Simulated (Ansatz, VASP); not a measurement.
# YTl in two plane-wave programs, part 2 of 2

Wanted: the spread between two codes on one cell, functional and k mesh. The cell is taken from a series of runs on this material, whose earlier steps may have relaxed, scaled, displaced or heated it; both programs get it as it stands.

VASP 6.6.1 and Ansatz 0.2.0.

So far: The structure; VASP: relaxation of cell and atoms, PBEsol; Ansatz: relaxation of cell and atoms, PBEsol; Comparison.

### 5. VASP: zone-centre phonons, PBEsol

Level of this step: PBEsol; plane waves and PAW (Y_sv, Tl_d) (VASP).

Second derivatives magnify differences that forces hide, and they need a tight electronic threshold.

INCAR reads:

```
SYSTEM = YTl
PREC = Accurate
ENCUT = 500
EDIFF = 1E-08
NELM = 120
ISMEAR = 1
SIGMA = 0.2
LREAL = .FALSE.
ALGO = Normal
GGA = PS
NBANDS = 18
LASPH = .TRUE.
LORBIT = 11
LWAVE = .FALSE.
LCHARG = .FALSE.
ISIF = 2
IBRION = 8
GGA_COMPAT = .FALSE.
KPAR = 2
```

POSCAR reads:

```
YTl
1.0
    3.7354647637      0.0000000000      0.0000000000
    0.0000000000      3.7354647637      0.0000000000
    0.0000000000      0.0000000000      3.7354647637
Y Tl
1 1
Direct
    0.5000000000      0.5000000000      0.5000000000
    0.0000000000      0.0000000000      0.0000000000
```

KPOINTS reads:

```
Automatic mesh
0
Gamma
12 12 12
0 0 0
```

PAW data sets: Y_sv and Tl_d (PBE family, release 64).

Run with:

```bash
$ mpirun -np 2 vasp_std
```

Numbers of over 12 decimals in the logs are rounded to 6 here.

Output:

```text
[banner, memory and clock lines left out]
running    2 mpi-ranks, on    1 nodes
[...]
[... a notice as in an earlier step ...]

 LDA part: xc-table for (Slater+PW92), standard interpolation
 POSCAR, INCAR and KPOINTS ok, starting setup
[...]
entering main loop
       N       E                     dE             d eps       ncg     rms          rms(c)
DAV:   1     0.104362740464E+03    0.10436E+03   -0.12472E+04  3088   0.124E+03
DAV:   2    -0.603357734683E+01   -0.11040E+03   -0.10877E+03  3546   0.279E+02
DAV:   3    -0.107705400175E+02   -0.47370E+01   -0.47022E+01  4810   0.404E+01
DAV:   4    -0.109055707445E+02   -0.13503E+00   -0.13449E+00  3738   0.546E+00
[...]
DAV:  15    -0.103735202619E+02   -0.46945E-07   -0.14709E-08  2748   0.801E-04    0.667E-04
DAV:  16    -0.103735202763E+02   -0.14315E-07   -0.10568E-09  1822   0.246E-04    0.137E-05
DAV:  17    -0.103735202751E+02    0.11519E-08   -0.21122E-10  1774   0.866E-05
   1 F= -.10373520E+02 E0= -.10372670E+02  d E =-.255172E-02
[...]
RMM:  10    -0.276802775817E+00   -0.27103E-05   -0.60209E-05 16094   0.232E-03    0.175E-04
RMM:  11    -0.276805443649E+00   -0.26678E-05   -0.45701E-05 16194   0.171E-03    0.179E-04
RMM:  12    -0.276806160984E+00   -0.71734E-06   -0.34619E-05 16432   0.132E-03    0.180E-04
 first order change of Fermi-energy   0.74101E-03
 force on displaced ion       1 direction 1 :  -2.355  -0.000   0.000
 Linear response progress:
  Degree of freedom:   2/  2
       N       E                     dE             d eps       ncg     rms          rms(c)
RMM:   1    -0.334968012227E+00   -0.33497E+00   -0.21731E-01 11808   0.327E+00
RMM:   2    -0.335691587235E+00   -0.72358E-03   -0.33914E-03 11491   0.380E-01    0.146E-01
RMM:   3    -0.335650207007E+00    0.41380E-04   -0.23385E-04 13246   0.803E-02    0.789E-02
RMM:   4    -0.335659983546E+00   -0.97765E-05   -0.87303E-05 13204   0.507E-02    0.570E-03
[...]
RMM:  14    -0.335617585369E+00    0.22891E-07   -0.27029E-08 16055   0.128E-04    0.611E-06
RMM:  15    -0.335617574444E+00    0.10926E-07   -0.56468E-08 15898   0.122E-04    0.261E-06
RMM:  16    -0.335617569202E+00    0.52415E-08   -0.61679E-08 14440   0.118E-04    0.929E-07
 first order change of Fermi-energy  -0.36717E-03
 force on displaced ion       2 direction 1 :  -2.362   0.000   0.000
 Linear response finished
```

OUTCAR, selected parts (step 5):

```text
  Total       -0.0251217     -0.0251217     -0.0251217      0.0000000     -0.0000000      0.0000000
  in kB       -0.7721935     -0.7721935     -0.7721935      0.0000000     -0.0000000      0.0000000
  external PRESSURE =      -0.7721935 kB  Pullay stress =       0.0000000 kB

 POSITION                                       TOTAL-FORCE (eV/Angst)
 -----------------------------------------------------------------------------------
      1.86773      1.86773      1.86773         0.000000      0.000000      0.000000
      0.00000      0.00000      0.00000         0.000000      0.000000      0.000000
 -----------------------------------------------------------------------------------
    total drift:                               -0.000000      0.000000      0.000000

[... 1 part as in an earlier step ...]

[... 1 further part left out ...]
```

### 6. Ansatz: zone-centre phonons, PBEsol

The same cell, functional, mesh and smearing now go to Ansatz, which takes its cutoff from its data sets.

The cell is taken from a series of runs on this material, whose earlier steps may have relaxed, scaled, displaced or heated it; both programs get it as it stands.

input.yaml reads:

```yaml
crystal:
  lattice:
    - [3.7354647637, 0.0, 0.0]
    - [0.0, 3.7354647637, 0.0]
    - [0.0, 0.0, 3.7354647637]
  atoms:
    - { symbol: "Y", position: [0.5, 0.5, 0.5] }
    - { symbol: Tl, position: [0.0, 0.0, 0.0] }
kpoints:
  mp_grid: { grid: [12, 12, 12] }
hamiltonian:
  xc: pbesol
  pseudopotentials: { kind: paw, azcp: { folder: soft_1 }, xc_functional: pbe }
scf:
  occupations: { method: methfessel_paxton, width: 0.2 }
output:
  eigenvalues: true
phonons:
  method: dfpt
```

Run with:

```bash
$ ansatz run input.yaml --threads 4 --pin off --max-ram 10240MiB --backend cpu --events-out ev --progress --plain --runs-dir out
```

Output:

```text
[...]
Crystal: 2 atoms, lattice volume = 52.124 Å³
Basis set: ecut = 420 eV, 1021 PW (Γ), exchange–correlation on 50×50×50 points (8 copies of the dense FFT grid, shifted against one another)
Bands: 16, of which v1, the nominal top of the filled ones, is band 12 counted from 1 (11 counted from 0)
Symmetry: 48 space group operations
k-points: 196 of 1728 (irreducible under 8 space group operations, time reversal used)
[...]
k mesh reduced under 8 symmetry operations, with k and −k counted as one. Each operation leaves every solved perturbation unchanged. A smaller set is not used because it would not reduce the number of displacements times k-points to solve
  ASR residual: 5.739e-6 → 0.000e0 eV/Å²; symmetrization residual: 3.101e-5 eV/Å²
  ASR residual per site (eV/Å²): 5.74e-6 2.13e-6
  Γ frequencies (cm⁻¹): 0.00 0.00 0.00 101.54 101.54 101.54
  non-analytic LO–TO correction: not included (Born effective charges unavailable; polar crystals: no LO–TO splitting at Γ)
[key lines of the parts left out:]
SCF converged after 10 iterations
Free energy (F): -15093.688375 eV
Fermi energy:    12.266980 eV
```

### 7. Differences

Both answers:

```csv
quantity,Ansatz,VASP,difference
optical mode 1 to 3 (cm⁻¹),101.5,101.7,-0.17 %
```

Modes are paired by rising frequency, not by their patterns, so a pair may set unlike modes beside each other; they are those without the splitting of longitudinal modes.

### 8. What came out

| Quantity | Value |
| --- | --- |
| difference in volume (relaxation of cell and atoms, PBEsol) | 0.13 % |
| r.m.s. difference of the optical zone-centre modes, each program's sorted by frequency (zone-centre phonons, PBEsol) | 0.18 cm⁻¹ |

What this shows: The difference in volume is 0.13 % (relaxation of cell and atoms, PBEsol), within the 1.2 % picked in this series as the mark of a large difference, as far as the stopping tolerances let one tell. 1 further run of this series is not shown here. How closely two codes agree says nothing of how well the functional describes the real material.

[Lines on the potential files, build, host, timing and source positions are cut from VASP's logs without a mark.]

[Logs are printed without paths, hosts, clocks, repeated set-up lines and the standing remarks that a program may print on its own settings, such as how far it seeks lower states.]

[Hosts, paths, dates, database ids (printed as entryN), source tags and the programs' standing remarks are cut or masked in the printed files.]
